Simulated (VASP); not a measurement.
Method: PBE GGA, VASP's PBE PAW potentials (set 64) (plane waves; VASP).

The input files of a VASP run:

KPOINTS:
```
kpoints
0
G
 6 6 2
```

INCAR:
```
LCHARG=.False.
ISMEAR=-1   # Fermi-Dirac
ALGO=Normal
GGA=PE
PREC=Normal
SYSTEM=C
LASPH=.True.   # aspherical one-centre terms
LWAVE=.True.
NELM=100
LREAL=.False.
EDIFF=1E-8   # SCF stop (eV)
ENCUT=500   # plane-wave cut-off (eV)
SIGMA=0.1   # width (eV)
```

**POSCAR**
```
C
1
    1.2300000000    -2.1304220000     0.0000000000
    1.2300000000     2.1304220000     0.0000000000
    0.0000000000     0.0000000000     7.1126000000
C
4
Direct
  0.0000000000   0.0000000000   0.2500000000
  0.0000000000   0.0000000000   0.7500000000
  0.3333330000   0.6666670000   0.2500000000
  0.6666670000   0.3333330000   0.7500000000
```

POTCAR, in this order: C_GW_new (PBE.64 set). Program: vasp_std.

Output

OSZICAR:
```
       N       E                     dE             d eps       ncg     rms          rms(c)
DAV:   1     0.970731200493E+02    0.97073E+02   -0.78096E+03   336   0.125E+03
DAV:   2    -0.327118177484E+02   -0.12978E+03   -0.12047E+03   576   0.443E+02
DAV:   3    -0.391703139040E+02   -0.64585E+01   -0.63719E+01   452   0.866E+01
DAV:   4    -0.392974801052E+02   -0.12717E+00   -0.12688E+00   492   0.140E+01
DAV:   5    -0.393009155671E+02   -0.34355E-02   -0.34349E-02   504   0.190E+00    0.794E+00
DAV:   6    -0.374378794702E+02    0.18630E+01   -0.17145E+00   416   0.120E+01    0.425E+00
DAV:   7    -0.368161275604E+02    0.62175E+00   -0.19614E+00   424   0.124E+01    0.773E-01
DAV:   8    -0.368263315228E+02   -0.10204E-01   -0.58718E-02   412   0.241E+00    0.111E-01
DAV:   9    -0.368261130375E+02    0.21849E-03   -0.32728E-03   448   0.559E-01    0.445E-02
DAV:  10    -0.368262317169E+02   -0.11868E-03   -0.26076E-04   428   0.176E-01    0.126E-02
DAV:  11    -0.368262456250E+02   -0.13908E-04   -0.13122E-05   428   0.393E-02    0.251E-03
DAV:  12    -0.368262459837E+02   -0.35869E-06   -0.68492E-07   508   0.874E-03    0.884E-04
DAV:  13    -0.368262462205E+02   -0.23679E-06   -0.22656E-07   420   0.412E-03    0.258E-04
DAV:  14    -0.368262462519E+02   -0.31409E-07   -0.19662E-09   316   0.686E-04    0.219E-04
DAV:  15    -0.368262462464E+02    0.54374E-08   -0.79700E-10   296   0.454E-04
   1 F= -.36826246E+02 E0= -.36814415E+02  d E =-.236621E-01
```

**OUTCAR**
```
------------------------ aborting loop because EDIFF is reached ----------------------------------------
  FORCE on cell =-STRESS in cart. coord.  units (eV):
  Direction    XX          YY          ZZ          XY          YZ          ZX
  --------------------------------------------------------------------------------------
  Total        0.9056611      0.9056606      0.2418154      0.0000000      0.0000000     -0.0000000
  in kB       38.9266601     38.9266421     10.3935854      0.0000000      0.0000000     -0.0000000
  external PRESSURE =      29.4156292 kB  Pullay stress =       0.0000000 kB
  volume of cell :       37.28
      direct lattice vectors                 reciprocal lattice vectors
     1.230000000 -2.130422000  0.000000000     0.406504065 -0.234695286  0.000000000
     1.230000000  2.130422000  0.000000000     0.406504065  0.234695286  0.000000000
     0.000000000  0.000000000  7.112600000     0.000000000  0.000000000  0.140595563
 POSITION                                       TOTAL-FORCE (eV/Angst)
 -----------------------------------------------------------------------------------
      0.00000      0.00000      1.77815         0.000000      0.000000     -0.000000
      0.00000      0.00000      5.33445        -0.000000     -0.000000     -0.000000
      1.23000      0.71014      1.77815         0.000000      0.000000      0.000000
      1.23000     -0.71014      5.33445        -0.000000      0.000000      0.000000
 -----------------------------------------------------------------------------------
    total drift:                               -0.000000     -0.000000      0.000000
  FREE ENERGIE OF THE ION-ELECTRON SYSTEM (eV)
  ---------------------------------------------------
  free  energy   TOTEN  =       -36.8262462464 eV

  energy  without entropy=      -36.8025841557  energy(sigma->0) =      -36.81441520
```
(Selected blocks of OUTCAR.)

The compound is C in the graphite structure. This cell is one point of a volume scan, at 1.06 of the reference volume. The k-mesh is coarse (spacing up to 0.49 per Å, 2π included), so the numbers may not be converged in it.
